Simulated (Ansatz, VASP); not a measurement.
# Si7H4C7 in two plane-wave programs

One calculation is typed for both programs; each brings its own data sets. How far apart do they land? The cell is taken from a series of runs on this material, whose earlier steps may have relaxed, scaled, displaced or heated it; both programs get it as it stands.

Calculated with Ansatz 0.2.0; plane waves, with VASP 6.6.1 beside it; single point at HSE06.

**1. Starting point**

The cell holds 18 atoms: 7 Si, 7 C and 4 H. Its edges and angles: a = 3.083 Å, b = 4.360 Å, c = 46.400 Å, α = 90.0°, β = 90.0°, γ = 90.0°. It derives from SiC. Vacuum lies along c.

**2. Ansatz: single point, HSE06**

Ansatz runs on its PAW soft_1 files.

With cell and atoms fixed, the geometry can't cause a difference; cores, projectors, grids and the points listed under the comparison can.

input.yaml

```yaml
crystal:
  lattice:
    - [3.082985566, 0.0, 0.0]
    - [0.0, 4.36, 0.0]
    - [0.0, 0.0, 46.4]
  atoms:
    - { symbol: Si, position: [1.0, 0.0035293473, 0.4016300998] }
    - { symbol: C, position: [1.0, 0.7496128817, 0.4341628945] }
    - { symbol: Si, position: [0.5, 0.5020088762, 0.4342194752] }
    - { symbol: C, position: [0.5, 0.2437109954, 0.4020203455] }
    - { symbol: Si, position: [0.0, 0.0013124011, 0.4670860702] }
    - { symbol: C, position: [1.0, 0.7500133688, 0.5] }
    - { symbol: Si, position: [0.5, 0.50094955, 0.5] }
    - { symbol: C, position: [0.5, 0.2501481769, 0.4670861775] }
    - { symbol: Si, position: [1.0, 0.0013124011, 0.5329139298] }
    - { symbol: C, position: [1.0, 0.7496128817, 0.5658371055] }
    - { symbol: Si, position: [0.5, 0.5020088762, 0.5657805248] }
    - { symbol: C, position: [0.5, 0.2501481769, 0.5329138225] }
    - { symbol: Si, position: [1.0, 0.0035293473, 0.5983699002] }
    - { symbol: C, position: [0.5, 0.2437109954, 0.5979796545] }
    - { symbol: H, position: [1.0, 0.8082148057, 0.3748208062] }
    - { symbol: H, position: [0.5, 0.3880131414, 0.3823606718] }
    - { symbol: H, position: [1.0, 0.8082148057, 0.6251791938] }
    - { symbol: H, position: [0.5, 0.3880131414, 0.6176393282] }
  periodic: [true, true, false]
kpoints:
  mp_grid: { grid: [6, 4, 1] }
  band_path:
    path: [[0.0, 0.0, 0.0], [0.5, 0.0, 0.0], [0.5, 0.5, 0.0], [0.0, 0.5, 0.0]]
    npoints: 1
hamiltonian:
  xc: hse06
  pseudopotentials: { kind: paw, azcp: { folder: soft_1 } }
scf:
  occupations: { method: fixed }
  n_extra_bands: 10
output:
  eigenvalues: true
```

Launch:

```bash
$ ansatz run input.yaml --threads 3 --pin off --max-ram 92160MiB --backend cuda --events-out ev --progress --plain --runs-dir out --devices 1 --max-vram 13GiB
```

Numbers of over 12 decimals in the logs are rounded to 6 here.

What it wrote:

```text
scf.n_extra_bands = 10 over 30 filled bands (N_el = 60.0): the run solves 40 bands
GPUs: using 1 of 1 available (devices: 1).
Engine: ansatz 0.2.0, x86_64-unknown-linux-gnu
Pseudopotentials: kind: paw
Pseudopotential: Si, paw, valence charge 4, recommended cutoff 420 eV (normal), soft_1/Si.paw.azcp
Pseudopotential: C, paw, valence charge 4, recommended cutoff 420 eV (normal), soft_1/C.paw.azcp
Pseudopotential: H, paw, valence charge 1, recommended cutoff 420 eV (normal), soft_1/H.paw.azcp
Functional definition: HSE06
  parameter a = 0.25
  parameter omega = 0.11/bohr
  exchange = pbe_x - a*pbe_x_sr(omega) + a*exact_x_sr(omega)
  correlation = pbe_c
davidson cushion auto → on  (no smearing: the cushion is to keep the highest requested band from converging to the state above it; pin scf.eigensolver.cushion to override)
device memory: the entry about to start is reckoned to put 4.7 GiB on a device that reports 67.5 GiB free (of which the cap on the GPU budget leaves the run 13.0 GiB)
GPU FFT provider: cuFFT
GPU libraries: cuBLAS 13.8.2, cuFFT 12.4.0, cuSOLVER 12.3.4
Crystal: 18 atoms, lattice volume = 623.700 Å³
Basis set: ecut = 420 eV, 12151 PW (Γ)
Bands: 40, of which v1, the nominal top of the filled ones, is band 30 counted from 1 (29 counted from 0)
Symmetry: 4 space group operations
Space group: Pmm2 (ITA 25), of the structure as read, at distance tolerance 8.5e-5 Å
k-points: 12 of 24 (time reversal used)
Non-local potential: Si, projectors of the file, l = 0: 2, l = 1: 2, l = 2: 1
Non-local potential: C, projectors of the file, l = 0: 2, l = 1: 2, l = 2: 1
Non-local potential: H, projectors of the file, l = 0: 2, l = 1: 1
PAW form: soft (Blöchl's): semilocal exchange-correlation on the pseudo side does not see the compensation charge
PAW frozen core: Si, regenerated for the run's functional, and the local potential with it (the file was generated under x = pbe(κ = 0.804, μ = 0.219515), c = pbe(β = 0.066725))
PAW frozen core: C, regenerated for the run's functional, and the local potential with it (the file was generated under x = pbe(κ = 0.804, μ = 0.219515), c = pbe(β = 0.066725))
PAW one-centre angular grid: Si, 110 points (default); XC on 64 Gauss nodes
PAW one-centre angular grid: C, 110 points (default); XC on 64 Gauss nodes
PAW one-centre angular grid: H, 110 points (default); XC on 64 Gauss nodes
Initial density: superposition of atomic densities (neutral atoms: chi_scale 0, normalization atom)
Initial wavefunctions: pseudopotential atomic-orbital guess
GPU buffer pool allocated for 230400 grid points (all kernels)
GPU transforms: local potential and band sums: pruned to the plane-wave sphere, on 24×30×320
Functional: x = pbe(κ = 0.804, μ = 0.219515), c = pbe(β = 0.066725), warm-up for x = pbe(κ = 0.804, μ = 0.219515) + 0.25 (exact − pbe) at short range (hse, ω = 0.207870 Å⁻¹), c = pbe(β = 0.066725); HSE06 as pw.x's `hse` composes it (authors' and Libxc's form: `xc: wpbeh`)
iter 1 solved again at ethr=7.74e-2 eV; its pass at ethr=1.00e-1 eV (dr2=4.65e1 eV) is discarded
SCF iter   1: F=—  HF=-6288.116555 eV  |F-HF|=—  |Δ(HF+E_count)|=         —  Δρ=7.73e-2  dr2=4.62e1  ethr=7.74e-2  ⟨swp⟩=2.5  Hψ=3031  notcnv=0
preconditioner: auto → none  [insulator: Δε(μ)=3.790 eV  Ē_g=12.308 eV  n_scr=60 (ndim 8)  ℏωp=11.5 eV  f_vac=0.687]
SCF iter   2: F=—  HF=-6274.805673 eV  |F-HF|=—  |Δ(HF+E_count)|=    1.33e1  Δρ=2.96e-2  dr2=4.87e0  ethr=7.71e-2  ⟨swp⟩=5.2  Hψ=1517  notcnv=0
SCF iter   3: F=—  HF=-6273.989432 eV  |F-HF|=—  |Δ(HF+E_count)|=   8.16e-1  Δρ=1.19e-2  dr2=1.92e0  ethr=8.12e-3  ⟨swp⟩=5.8  Hψ=1473  notcnv=0  defer=1
SCF iter   4: F=—  HF=-6273.842509 eV  |F-HF|=—  |Δ(HF+E_count)|=   1.47e-1  Δρ=7.30e-3  dr2=1.07e0  ethr=3.20e-3  ⟨swp⟩=6.4  Hψ=1503  notcnv=0  defer=29
SCF iter   5: F=—  HF=-6273.691435 eV  |F-HF|=—  |Δ(HF+E_count)|=   1.51e-1  Δρ=3.40e-3  dr2=1.75e-1  ethr=1.79e-3  ⟨swp⟩=5.2  Hψ=1227  notcnv=0  defer=19
iter 6 solved again at ethr=2.40e-5 eV; its pass at ethr=2.92e-4 eV (dr2=1.44e-2 eV) is discarded
SCF iter   6: F=—  HF=-6273.663302 eV  |F-HF|=—  |Δ(HF+E_count)|=   2.81e-2  Δρ=1.12e-3  dr2=1.40e-2  ethr=2.40e-5  ⟨swp⟩=4.2  Hψ=2532  notcnv=0
SCF iter   7: F=—  HF=-6273.660946 eV  |F-HF|=—  |Δ(HF+E_count)|=   2.36e-3  Δρ=3.57e-4  dr2=7.31e-4  ethr=2.34e-5  ⟨swp⟩=4.6  Hψ=1375  notcnv=0
SCF iter   8: F=—  HF=-6273.661185 eV  |F-HF|=—  |Δ(HF+E_count)|=   2.39e-4  Δρ=2.40e-4  dr2=3.79e-4  ethr=1.22e-6  ⟨swp⟩=5.3  Hψ=1773  notcnv=0
[...]
SCF 1 stopped early in 9 iterations: F = -6273.661063 eV  dr2 = 1.34e-5
  greatest PAW one-centre occupation: 0.651 electrons in one spin orbital (limit 2), on the C atom at site 3 (counted from 0), in its partial waves of l = 0
device memory: the entry about to start is reckoned to put 5.5 GiB (of the 5.7 GiB reckoned in all, the device holds 0.1 GiB already) on a device that reports 66.1 GiB free (of which the cap on the GPU budget leaves the run 12.9 GiB)
GPU FFT provider: cuFFT
GPU libraries: cuBLAS 13.8.2, cuFFT 12.4.0, cuSOLVER 12.3.4
Initial density: handed on by an earlier stage of this run
Initial wavefunctions: those handed on with the density
GPU buffer pool allocated for 230400 grid points (all kernels)
GPU transforms: local potential and band sums: pruned to the plane-wave sphere, on 24×30×320
Functional: x = pbe(κ = 0.804, μ = 0.219515) + 0.25 (exact − pbe) at short range (hse, ω = 0.207870 Å⁻¹), c = pbe(β = 0.066725); HSE06 as pw.x's `hse` composes it (authors' and Libxc's form: `xc: wpbeh`)
Exchange kernel: α = 0.2500, screened, ω = 0.2079 Å⁻¹, Wigner–Seitz truncation, v(0) = 1043.7269 eV·Å³, q-mesh 6×4×1, nearest image of the exchange supercell L = 17.44 Å, pair-density grid 15×24×216, without the augmentation charges, whose exchange is taken in its separable form by FFT convolution over the k-point mesh (sized by the pseudopotential files, 24×30×320 at the most), smooth part of the exact exchange by density-matrix convolution in up to 8.23 GiB of GPU memory as planned if the GPU has room (build and FFT work areas not counted)
Frozen-core exchange: fock
SCF iter   1: F=—  HF=-6278.257191 eV  |F-HF|=—  |Δ(HF+E_count)|=         —  Δρ=2.75e-3  dr2=2.78e-2  ethr=2.23e-7  ⟨swp⟩=16.0  Hψ=4081  notcnv=1
preconditioner: auto → none  [insulator: Δε(μ)=2.708 eV  Ē_g=12.539 eV  n_scr=60 (ndim 8)  ℏωp=11.5 eV  f_vac=0.701]
SCF iter   2: F=—  HF=-6278.245992 eV  |F-HF|=—  |Δ(HF+E_count)|=   1.12e-2  Δρ=9.90e-4  dr2=5.84e-3  ethr=2.23e-7  ⟨swp⟩=6.9  Hψ=2511  notcnv=0  defer=1
SCF iter   3: F=—  HF=-6278.262469 eV  |F-HF|=—  |Δ(HF+E_count)|=   1.65e-2  Δρ=4.10e-4  dr2=1.03e-3  ethr=2.23e-7  ⟨swp⟩=7.2  Hψ=2378  notcnv=0
SCF iter   4: F=—  HF=-6278.262175 eV  |F-HF|=—  |Δ(HF+E_count)|=   2.94e-4  Δρ=1.51e-4  dr2=2.07e-4  ethr=2.23e-7  ⟨swp⟩=4.9  Hψ=1915  notcnv=0
SCF iter   5: F=—  HF=-6278.262119 eV  |F-HF|=—  |Δ(HF+E_count)|=   5.54e-5  Δρ=2.51e-5  dr2=6.27e-5  ethr=2.23e-7  ⟨swp⟩=3.2  Hψ=1382  notcnv=0
SCF iter   6: F=—  HF=-6278.262632 eV  |F-HF|=—  |Δ(HF+E_count)|=   5.12e-4  Δρ=1.04e-4  dr2=8.36e-5  ethr=6.35e-9  ⟨swp⟩=7.8  Hψ=2469  notcnv=0  defer=39
SCF iter   7: F=-6278.262600 eV  HF=-6278.262602 eV  |F-HF|=1.45e-6  |Δ(HF+E_count)|=   2.99e-5  Δρ=1.54e-5  dr2=2.98e-6  ethr=6.35e-9  ⟨swp⟩=5.0  Hψ=2036  notcnv=0
SCF 2 stopped early in 7 iterations: F = -6278.262600 eV  dr2 = 2.98e-6
  greatest PAW one-centre occupation: 0.652 electrons in one spin orbital (limit 2), on the C atom at site 13 (counted from 0), in its partial waves of l = 0
hybrid outer 1: dexx = +2.054e-2 eV, tail = 2.28e-5 eV
GPU FFT provider: cuFFT
GPU libraries: cuBLAS 13.8.2, cuFFT 12.4.0, cuSOLVER 12.3.4
GPU buffer pool allocated for 230400 grid points (all kernels)
GPU transforms: local potential and band sums: pruned to the plane-wave sphere, on 24×30×320
Exchange kernel: α = 0.2500, screened, ω = 0.2079 Å⁻¹, Wigner–Seitz truncation, v(0) = 1043.7269 eV·Å³, q-mesh 6×4×1, nearest image of the exchange supercell L = 17.44 Å, pair-density grid 15×24×216, without the augmentation charges, whose exchange is taken in its separable form by FFT convolution over the k-point mesh (sized by the pseudopotential files, 24×30×320 at the most), smooth part of the exact exchange by density-matrix convolution in up to 8.23 GiB of GPU memory as planned if the GPU has room (build and FFT work areas not counted)
Frozen-core exchange: fock
SCF iter   1: F=—  HF=-6278.262464 eV  |F-HF|=—  |Δ(HF+E_count)|=         —  Δρ=9.30e-6  dr2=4.08e-7  ethr=1.90e-7  ⟨swp⟩=5.2  Hψ=1231  notcnv=0
preconditioner: auto → none  [insulator: Δε(μ)=2.742 eV  Ē_g=12.545 eV  n_scr=60 (ndim 8)  ℏωp=11.5 eV  f_vac=0.702]
SCF iter   2: F=—  HF=-6278.262464 eV  |F-HF|=—  |Δ(HF+E_count)|=   2.61e-7  Δρ=5.60e-6  dr2=1.85e-7  ethr=6.31e-10  ⟨swp⟩=6.8  Hψ=2067  notcnv=0  defer=23
SCF iter   3: F=-6278.262464 eV  HF=-6278.262464 eV  |F-HF|=5.51e-8  |Δ(HF+E_count)|=   1.49e-8  Δρ=2.24e-6  dr2=9.13e-8  ethr=2.58e-10  ⟨swp⟩=5.0  Hψ=1651  notcnv=0
SCF 3 converged in 3 iterations: F = -6278.262464 eV  dr2 = 9.13e-8
hybrid outer 2: dexx = +2.767e-7 eV, tail = 1.88e-7 eV, Δε = 1.73e-3 eV (about 1.80e-4 eV left of the loop's levels)
the search or the solves at the SCF's close seem to have found levels that the self-consistency loop had missed (the run counts 2). By its estimate they hold under 1e-12 electrons; where the run keeps them, the occupations were computed again with them
device memory: the entry about to start is reckoned to put 1.7 GiB on a device that reports 71.3 GiB free (of which the cap on the GPU budget leaves the run 13.0 GiB)
NSCF: frozen V_eff on 4 k-points
hybrid SCF converged: 2 outer / 10 inner (+9 warm-up), last move |dexx| = 2.77e-7 eV, tail = 1.88e-7 eV
Stability not checked: this state was not tested for a lower state beside it, because the functional holds exact exchange (a hybrid, or Hartree-Fock), whose exchange loop this test does not read (fock_operator; see scf.lower_state_search)
Free energy (F): -6278.262465 eV
Frozen-core exchange: fock
Harris-Foulkes:  -6278.262465 eV  (|F-HF|=5.51e-8)
Internal energy: -6278.262465 eV  (E = F + TS)
E sigma→0 (E₀):  -6278.262465 eV
Fermi energy:    -5.745824 eV
--- Per-component energies (eV) ---
  E_band       = -727.055096
  E_kinetic    = 989.995253
  E_local      = -189238.469238  (includes V_loc(G=0)·N_el)
  E_nonlocal   = 312.865455
  E_hartree    = 94078.243265
  E_xc         = -630.050892
  E_vxc        = -651.761626  (∫ρ·V_xc dr)
  E_exx        = -113.937231  (= α·E_x^exact, valence–valence)
  E_paw        = -4319.111713  (= ΣΔE_a)
  E_vpaw       = -68.242161  (= ΣTr[D̂ρ^β])
  E_aug_tail   = -0.003716  (compensation charges beyond the density's cutoff)
  E_ewald      = 92642.740693
  E_core_change = -0.534342  (= ΣΔE_core)
  E_smearing   = -0.000000  (= −TS)
  E_closure    = -0.000000  (closes the sum)
  Σ components = -6278.262465   (vs F -6278.262465, Δ=2.73e-12)
--- Band table (eV; the first three rows and the last of 12) ---
  k-point 0: bands = [... 26 lower, -6.1003, -6.0878, -5.9038, -5.7458, -2.8972, -1.7703, -0.8737, -0.5932, ... 6 higher]
  k-point 1: bands = [... 26 lower, -6.4362, -6.4136, -6.4010, -6.3115, -2.1755, -1.1441, -0.4072, -0.1673, ... 6 higher]
  k-point 2: bands = [... 26 lower, -7.0546, -7.0136, -6.8857, -6.8738, -0.3827, -0.1411, 0.1033, 0.5052, ... 6 higher]
  k-point 11: bands = [... 26 lower, -7.4333, -7.2163, -7.1764, -7.1235, 0.4062, 0.4307, 0.5583, 0.9196, ... 6 higher]
  the weakly bound empty levels are not read free of the cell's end (exact_exchange)
```

(Part 1 of 2 ends here.)

[Lines on the potential files, build, host, timing and source positions are cut from VASP's logs without a mark.]

[Logs are printed without paths, hosts, clocks, repeated set-up lines and the standing remarks that a program may print on its own settings, such as how far it seeks lower states.]

[Hosts, paths, dates, database ids (printed as entryN), source tags and the programs' standing remarks are cut or masked in the printed files.]
